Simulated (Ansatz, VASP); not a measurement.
# Cross-check of ZrB2 between VASP and Ansatz, part 2 of 2

Wanted: the spread between two codes on one cell, functional and k mesh. The structure shown comes from an earlier Ansatz run, which isn't shown and may have moved the atoms alone.

VASP 6.6.1 and Ansatz 0.2.0.

So far: Set-up; Ansatz: elastic constants, PBE.

## (3) VASP: elastic constants, PBE

Level of this step: PBE; plane waves and PAW (Zr_sv, B) (VASP).

The same cell, functional, mesh and smearing now go to VASP, with its own data sets.

Lines of VASP's logs that name or quote its potential files are left out, and so is its time.

Contents of INCAR:

```
SYSTEM = ZrB2
PREC = Accurate
ENCUT = 500
EDIFF = 1E-08
NELM = 120
ISMEAR = 0
SIGMA = 0.1
LREAL = .FALSE.
ALGO = Normal
GGA = PE
NBANDS = 15
LASPH = .TRUE.
LORBIT = 11
LWAVE = .FALSE.
LCHARG = .FALSE.
ISIF = 3
IBRION = 6
NFREE = 2
POTIM = 0.015
NSW = 1
GGA_COMPAT = .FALSE.
KPAR = 2
```

Contents of POSCAR:

```
ZrB2
1.0
    3.1620601715      0.0000000000      0.0000000000
   -1.5810300858      2.7384244368      0.0000000000
    0.0000000000      0.0000000000      3.5665661735
Zr B
1 2
Direct
    0.0000000000      0.0000000000      0.0000000000
    0.3333333333      0.6666666667      0.5000000000
    0.6666666667      0.3333333333      0.5000000000
```

Contents of KPOINTS:

```
Automatic mesh
0
Gamma
15 15 12
0 0 0
```

The projector-augmented-wave data sets are Zr_sv and B (PBE family, release 64).

The run is started by

```
> mpirun -np 2 vasp_std
```

Numbers of over 12 decimals in the logs are rounded to 6 here.

Log:

```text
[banner, memory and clock lines left out]
running    2 mpi-ranks, on    1 nodes
 distrk:  each k-point on    1 cores,    2 groups
 distr:  one band on    1 cores,    1 groups

 POSCAR found type information on POSCAR ZrB
 POSCAR found :  2 types and       3 ions
 LDA part: xc-table for (Slater+PW92), standard interpolation
 POSCAR, INCAR and KPOINTS ok, starting setup
 FFT: planning ... GRIDC
 FFT: planning ... GRID_SOFT
 FFT: planning ... GRID
 WAVECAR not read
 entering main loop
       N       E                     dE             d eps       ncg     rms          rms(c)
DAV:   1     0.103509554011E+03    0.10351E+03   -0.95229E+03  5670   0.116E+03
DAV:   2    -0.232645206414E+02   -0.12677E+03   -0.12208E+03  7189   0.301E+02
DAV:   3    -0.276289204228E+02   -0.43644E+01   -0.43444E+01  9203   0.483E+01
DAV:   4    -0.276977385098E+02   -0.68818E-01   -0.68799E-01  6558   0.559E+00
DAV:   5    -0.276992214863E+02   -0.14830E-02   -0.14830E-02  8777   0.585E-01    0.212E+01
DAV:   6    -0.250137078691E+02    0.26855E+01   -0.64933E+00  7047   0.173E+01    0.851E+00
DAV:   7    -0.249784732059E+02    0.35235E-01   -0.70574E-01  8304   0.529E+00    0.314E+00
DAV:   8    -0.249811893162E+02   -0.27161E-02   -0.95498E-02  6838   0.262E+00    0.511E-01
DAV:   9    -0.249772884569E+02    0.39009E-02   -0.20798E-02  7225   0.109E+00    0.199E-01
DAV:  10    -0.249770129616E+02    0.27550E-03   -0.14748E-03  6699   0.362E-01    0.389E-02
DAV:  11    -0.249770242921E+02   -0.11330E-04   -0.63289E-05  7763   0.779E-02    0.115E-02
DAV:  12    -0.249770225991E+02    0.16930E-05   -0.32484E-06  7296   0.125E-02    0.424E-03
DAV:  13    -0.249770226306E+02   -0.31523E-07   -0.28025E-07  7474   0.490E-03    0.177E-03
DAV:  14    -0.249770225895E+02    0.41059E-07   -0.13837E-08  5188   0.133E-03    0.443E-04
DAV:  15    -0.249770225672E+02    0.22378E-07   -0.53310E-09  3472   0.638E-04    0.940E-05
DAV:  16    -0.249770225629E+02    0.42842E-08   -0.11073E-09  3066   0.278E-04
   1 F= -.24977023E+02 E0= -.24976479E+02  d E =-.108658E-02
[... from here on, the cycles between the ionic steps are left out ...]
   2 F= -.24968172E+02 E0= -.24967620E+02  d E =-.110386E-02
   3 F= -.24961221E+02 E0= -.24960719E+02  d E =-.100466E-02
  12 F= -.24971565E+02 E0= -.24970998E+02  d E =-.113557E-02
  13 F= -.24971565E+02 E0= -.24970998E+02  d E =-.113557E-02
  14 F= -.24975584E+02 E0= -.24975041E+02  d E =-.108600E-02
  15 F= -.24975584E+02 E0= -.24975041E+02  d E =-.108600E-02
  16 F= -.24975481E+02 E0= -.24974938E+02  d E =-.108693E-02
  17 F= -.24975481E+02 E0= -.24974938E+02  d E =-.108693E-02
  18 F= -.24975315E+02 E0= -.24974781E+02  d E =-.106756E-02
  19 F= -.24975315E+02 E0= -.24974781E+02  d E =-.106756E-02
  20 F= -.24975932E+02 E0= -.24975377E+02  d E =-.110892E-02
 Finite differences progress:
  Degree of freedom:  10/ 10
  Displacement:        1/  2
  Total:              19/ 20
 bond charge predicted
       N       E                     dE             d eps       ncg     rms          rms(c)
DAV:   1    -0.249772886227E+02   -0.13571E-02   -0.63318E-01  8527   0.446E+00    0.170E-01
DAV:   2    -0.249762207576E+02    0.10679E-02   -0.55897E-03 11257   0.535E-01    0.829E-02
DAV:   3    -0.249759298527E+02    0.29090E-03   -0.75890E-04 11068   0.175E-01    0.192E-02
DAV:   4    -0.249759310137E+02   -0.11610E-05   -0.78190E-05 10557   0.683E-02    0.699E-03
DAV:   5    -0.249759314874E+02   -0.47367E-06   -0.12482E-06 11341   0.889E-03    0.296E-03
DAV:   6    -0.249759315449E+02   -0.57476E-07   -0.12093E-07 10417   0.335E-03    0.291E-04
DAV:   7    -0.249759315455E+02   -0.61164E-09   -0.39066E-09  6717   0.627E-04
  21 F= -.24975932E+02 E0= -.24975377E+02  d E =-.110891E-02
 Finite differences progress:
  Degree of freedom:  10/ 10
  Displacement:        2/  2
  Total:              20/ 20
```

OUTCAR, selected parts (step 3):

```text
ion  position               nearest neighbor table
   1  0.000  0.000  0.000-   2 2.55   3 2.55   2 2.55   3 2.55   3 2.55   3 2.55   2 2.55   2 2.55
                             3 2.55   3 2.55   2 2.55   2 2.55
   2  0.333  0.667  0.500-   3 1.83   3 1.83   3 1.83   1 2.55   1 2.55   1 2.55   1 2.55   1 2.55
                             1 2.55
   3  0.667  0.333  0.500-   2 1.83   2 1.83   2 1.83   1 2.55   1 2.55   1 2.55   1 2.55   1 2.55
                             1 2.55

  LATTYP: Found a hexagonal cell.
 ALAT       =     3.1620601715
 C/A-ratio  =     1.1279248275

 Subroutine GETGRP returns: Found 24 space group operations
 (whereof 24 operations were pure point group operations)

The static configuration has the point symmetry D_6h.

 Found    189 irreducible k-points:

   k-points           NKPTS =    189   k-points in BZ     NKDIM =    189   number of bands    NBANDS=     15

   dimension x,y,z NGX =    24 NGY =   24 NGZ =   28
   dimension x,y,z NGXF=    48 NGYF=   48 NGZF=   56

   ENCUT  =  500.0 eV  36.75 Ry    6.06 a.u.   5.77  5.77  6.50*2*pi/ulx,y,z

   NELECT =      18.0000    total number of electrons

 k-points in reciprocal lattice and weights: Automatic mesh
   0.00000000  0.00000000  0.00000000       0.000
   0.06666667 -0.00000000  0.00000000       0.002
   0.13333333  0.00000000  0.00000000       0.002
   0.20000000 -0.00000000  0.00000000       0.002
   0.26666667  0.00000000  0.00000000       0.002
   0.33333333 -0.00000000  0.00000000       0.002
   0.40000000 -0.00000000  0.00000000       0.002
   0.46666667 -0.00000000  0.00000000       0.002
   0.06666667  0.06666667  0.00000000       0.002
[...]
14      15.4769      0.00000
    ...

 k-point     2 :       0.0667   -0.0000    0.0000
  band No.  band energies     occupation
    ...
      5      -2.1598      2.00000
      6       7.6639      2.00000
      7       7.9053      2.00000
      8       7.9357      2.00000
      9       7.9864      2.00000
     10      13.8039      0.00000
     11      13.9755      0.00000
     12      14.0228      0.00000
     13      14.1935      0.00000
     14      15.8677      0.00000
    ...

 k-point     3 :       0.1333    0.0000    0.0000
  band No.  band energies     occupation
    ...
      5      -1.8992      2.00000
      6       6.9772      2.00000
      7       7.6840      2.00000
      8       7.9222      2.00000
      9       8.1919      2.00000
     10      13.1821      0.00000
     11      13.6461      0.00000
     12      13.8393      0.00000
     13      14.3028      0.00000
     14      16.4383      0.00000
    ...

 k-point     4 :       0.2000   -0.0000    0.0000
  band No.  band energies     occupation
    ...
      5      -1.4844      2.00000
      6       6.0836      2.00000
      7       7.3706      2.00000
      8       7.8665      2.00000
      9       8.4276      2.00000
     10      12.6350      0.00000
     11      13.4316      0.00000
     12      13.7772      0.00000
     13      14.3601      0.00000
     14      16.6322      0.00000
    ...

  Total        0.2108485      0.2108485     -0.3906980     -0.0000000      0.0000000     -0.0000000
  in kB       10.9385566     10.9385566    -20.2689185     -0.0000000      0.0000000     -0.0000000
  external PRESSURE =       0.5360649 kB  Pullay stress =       0.0000000 kB

  energy-cutoff  :      500.00
  volume of cell :       30.88
      direct lattice vectors                 reciprocal lattice vectors
     3.162060171  0.000000000  0.000000000     0.316249516  0.182586743  0.000000000
    -1.581030086  2.738424437  0.000000000     0.000000000  0.365173487  0.000000000
     0.000000000  0.000000000  3.566566174     0.000000000  0.000000000  0.280381732

 POSITION                                       TOTAL-FORCE (eV/Angst)
 -----------------------------------------------------------------------------------
      0.00000      0.00000      0.00000        -0.000000      0.000000     -0.102698
     -0.00000      1.82562      1.76828        -0.000000      0.000000      0.145429
      1.58103      0.91281      1.78328         0.000000      0.000000     -0.042731
 -----------------------------------------------------------------------------------
    total drift:                                0.000000      0.000000     -0.000001

  FREE ENERGIE OF THE ION-ELECTRON SYSTEM (eV)
  ---------------------------------------------------
  free  energy   TOTEN  =       -24.9759315455 eV

  energy  without entropy=      -24.9748226309  energy(sigma->0) =      -24.97537709

  SYMMETRIZED ELASTIC MODULI (kBar)
 Direction    XX          YY          ZZ          XY          YZ          ZX
 --------------------------------------------------------------------------------
 XX        5672.4431    530.1797   1183.1508     -0.0000      0.0000     -0.0000
 YY         530.1797   5672.4431   1183.1508     -0.0000     -0.0000      0.0000
 ZZ        1183.1508   1183.1508   4276.4488     -0.0000      0.0000      0.0000
 XY          -0.0000     -0.0000     -0.0000   2571.1317      0.0000      0.0000
 YZ           0.0000     -0.0000     -0.0000      0.0000   2499.9535     -0.0000
 ZX          -0.0000      0.0000      0.0000      0.0000     -0.0000   2499.9541
 --------------------------------------------------------------------------------

 Eigenvectors and eigenvalues of the dynamical matrix
 ----------------------------------------------------

   1 f  =   23.281799 THz   146.283860 2PiTHz  776.597234 cm-1    96.285742 meV
             X         Y         Z           dx          dy          dz
      0.000000  0.000000  0.000000     0.000000    0.000000   -0.000000
     -0.000000  1.825616  1.783283    -0.563309    0.427415    0.000000
      1.581030  0.912808  1.783283     0.563309   -0.427415    0.000000

   2 f  =   23.281799 THz   146.283860 2PiTHz  776.597234 cm-1    96.285742 meV
             X         Y         Z           dx          dy          dz
      0.000000  0.000000  0.000000     0.000000   -0.000000    0.000000
     -0.000000  1.825616  1.783283    -0.427415   -0.563309    0.000000
      1.581030  0.912808  1.783283     0.427415    0.563309    0.000000

   3 f  =   16.839108 THz   105.803238 2PiTHz  561.692193 cm-1    69.640925 meV
             X         Y         Z           dx          dy          dz
      0.000000  0.000000  0.000000     0.000000    0.000000   -0.000000
     -0.000000  1.825616  1.783283    -0.000000   -0.000000   -0.707107
      1.581030  0.912808  1.783283    -0.000000   -0.000000    0.707107

   4 f  =   13.839931 THz    86.958854 2PiTHz  461.650420 cm-1    57.237331 meV
             X         Y         Z           dx          dy          dz
      0.000000  0.000000  0.000000     0.000000    0.000000    0.437881
     -0.000000  1.825616  1.783283    -0.000000   -0.000000   -0.635712
      1.581030  0.912808  1.783283    -0.000000   -0.000000   -0.635712

   5 f  =   13.370322 THz    84.008208 2PiTHz  445.985923 cm-1    55.295182 meV
             X         Y         Z           dx          dy          dz
      0.000000  0.000000  0.000000    -0.348742    0.264607    0.000000
     -0.000000  1.825616  1.783283     0.506467   -0.384281   -0.000000
      1.581030  0.912808  1.783283     0.506467   -0.384281   -0.000000

   6 f  =   13.370322 THz    84.008208 2PiTHz  445.985923 cm-1    55.295182 meV
             X         Y         Z           dx          dy          dz
      0.000000  0.000000  0.000000     0.264607    0.348742   -0.000000
     -0.000000  1.825616  1.783283    -0.384281   -0.506467    0.000000
      1.581030  0.912808  1.783283    -0.384281   -0.506467    0.000000

   7 f/i=    0.000538 THz     0.003381 2PiTHz    0.017948 cm-1     0.002225 meV
             X         Y         Z           dx          dy          dz
      0.000000  0.000000  0.000000    -0.899050    0.008473    0.000000
     -0.000000  1.825616  1.783283    -0.309533    0.002917    0.000000
      1.581030  0.912808  1.783283    -0.309533    0.002917    0.000000

   8 f/i=    0.000538 THz     0.003381 2PiTHz    0.017948 cm-1     0.002225 meV
             X         Y         Z           dx          dy          dz
      0.000000  0.000000  0.000000     0.008473    0.899050   -0.000000
     -0.000000  1.825616  1.783283     0.002917    0.309533   -0.000000
      1.581030  0.912808  1.783283     0.002917    0.309533   -0.000000

   9 f/i=    0.002354 THz     0.014789 2PiTHz    0.078514 cm-1     0.009735 meV
             X         Y         Z           dx          dy          dz
      0.000000  0.000000  0.000000     0.000000    0.000000    0.899033
     -0.000000  1.825616  1.783283     0.000000    0.000000    0.309629
      1.581030  0.912808  1.783283     0.000000    0.000000    0.309629

 ELASTIC MODULI CONTR FROM IONIC RELAXATION (kBar)
 Direction    XX          YY          ZZ          XY          YZ          ZX
 --------------------------------------------------------------------------------
 XX         -11.2886     11.2886      0.0000      0.0000      0.0000      0.0000
 YY          11.2886    -11.2886     -0.0000      0.0000      0.0000      0.0000
 ZZ           0.0000     -0.0000     -0.0000     -0.0000      0.0000      0.0000
 XY           0.0000      0.0000     -0.0000    -11.2886      0.0000      0.0000
 YZ           0.0000      0.0000      0.0000      0.0000      0.0000      0.0000
 ZX           0.0000      0.0000      0.0000      0.0000      0.0000      0.0000
 --------------------------------------------------------------------------------

 TOTAL ELASTIC MODULI (kBar)
 Direction    XX          YY          ZZ          XY          YZ          ZX
 --------------------------------------------------------------------------------
 XX        5661.1545    541.4683   1183.1508     -0.0000      0.0000     -0.0000
 YY         541.4683   5661.1545   1183.1508     -0.0000     -0.0000      0.0000
 ZZ        1183.1508   1183.1508   4276.4488     -0.0000      0.0000      0.0000
 XY          -0.0000     -0.0000     -0.0000   2559.8431      0.0000      0.0000
 YZ           0.0000     -0.0000     -0.0000      0.0000   2499.9535     -0.0000
 ZX          -0.0000      0.0000      0.0000      0.0000     -0.0000   2499.9541
 --------------------------------------------------------------------------------

 total charge
# of ion       s       p       d       tot
------------------------------------------
    1        2.168   6.028   1.763   9.958
    2        0.665   1.240   0.000   1.905
    3        0.665   1.240   0.000   1.905
--------------------------------------------------
tot          3.497   8.508   1.763  13.769

[... 2 further parts left out ...]
```

CONTCAR:

```
ZrB2
   1.00000000000000
     3.1620601714999998    0.0000000000000000    0.0000000000000000
    -1.5810300857999999    2.7384244367999999    0.0000000000000000
     0.0000000000000000    0.0000000000000000    3.5665661735000000
  Zr              B
     1     2
Direct
     0.0000000000000000    0.0000000000000000    0.0000000000000000
     0.3333333332999970    0.6666666667000030    0.4957942740242838
     0.6666666667000030    0.3333333332999970    0.5000000000000000
```

Levels, forces or a CONTCAR printed for this step are those of its last displaced cell, not of the structure at rest.

## (4) Comparison

Known differences besides the potentials themselves: the cutoff is 420 eV in Ansatz and 500 eV in VASP; VASP takes each elastic constant from one size of strain, Ansatz from those that its log lists. Total energies have different zeros and are not compared.

Compared:

```tsv
quantity	Ansatz	VASP	difference
C11 (GPa)	566.9	566.1	+0.13 %
C22 (GPa)	566.9	566.1	+0.13 %
C33 (GPa)	424.4	427.6	-0.75 %
C12 (GPa)	55.0	54.1	+1.63 %
C13 (GPa)	119.3	118.3	+0.80 %
C23 (GPa)	119.3	118.3	+0.80 %
C44 (GPa)	250.0	250.0	+0.01 %
C55 (GPa)	250.0	250.0	+0.01 %
C66 (GPa)	255.9	256.0	-0.03 %
```

## (5) Outcome

```json
{
 "difference in C12 (elastic constants, PBE)": "1.6 %"
}
```

The difference in C12 is 1.6 % (elastic constants, PBE), within the 5 % picked in this series as the mark of a large difference. How closely two codes agree says nothing of how well the functional describes the real material.

[Lines on the potential files, build, host, timing and source positions are cut from VASP's logs without a mark.]

[Logs are printed without paths, hosts, clocks, repeated set-up lines and the standing remarks that a program may print on its own settings, such as how far it seeks lower states.]

[Hosts, paths, dates, database ids (printed as entryN), source tags and the programs' standing remarks are cut or masked in the printed files.]
